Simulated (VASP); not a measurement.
Crystal: SrTiO3 (Tausonite).

```
Sr Ti O
1.0
     3.90528    0.00000    0.00000
     0.00000    3.90528    0.00000
     0.00000    0.00000    3.90528
Sr Ti O
1 1 3
Direct
  0.50000 0.50000 0.50000
  0.00000 0.00000 0.00000
  0.50000 0.00000 0.00000
  0.00000 0.50000 0.00000
  0.00000 0.00000 0.50000
```

```yaml
Program: VASP 6.6.1
Task: relaxation of cell and atoms
Functional: RPBE
Potentials_or_basis: VASP PAW PBE potentials, release 64 (Sr_sv, Ti_sv, O)
Cutoff: 600 eV
k_mesh: 8 × 8 × 8
Occupations: gaussian, width 0.03 eV
Spin: no spin polarisation
```

At the start: pressure 9.3 GPa; volume 11.91 Å³/atom.

Q: Where does the relaxation end?

A: Over 3 steps the energy falls by 18.1 meV/atom and the volume is 12.57 Å³/atom (+5.5 %); space group Pm-3m (No. 221, to 0.05 Å).

The path:
```csv
step,energy change (eV),largest force (eV/Å),pressure (GPa),volume (Å³)
1,0.0000,0.0000,9.25,59.56
2,-0.0323,0.0000,-6.25,65.69
3,-0.0904,0.0000,-0.03,62.85
```

Final structure:
```cif
data_structure
_symmetry_space_group_name_H-M 'P 1'
_symmetry_Int_Tables_number 1
_cell_length_a 3.9759
_cell_length_b 3.9759
_cell_length_c 3.9759
_cell_angle_alpha 90.000
_cell_angle_beta 90.000
_cell_angle_gamma 90.000
_cell_volume 62.85
loop_
_atom_site_label
_atom_site_type_symbol
_atom_site_fract_x
_atom_site_fract_y
_atom_site_fract_z
_atom_site_occupancy
Sr1 Sr 0.50000 0.50000 0.50000 1
Ti1 Ti 0.00000 0.00000 0.00000 1
O1 O 0.50000 0.00000 0.00000 1
O2 O 0.00000 0.50000 0.00000 1
O3 O 0.00000 0.00000 0.50000 1
```

Caveat: the PAW data sets were made with another functional, which shifts forces and pressure a little.
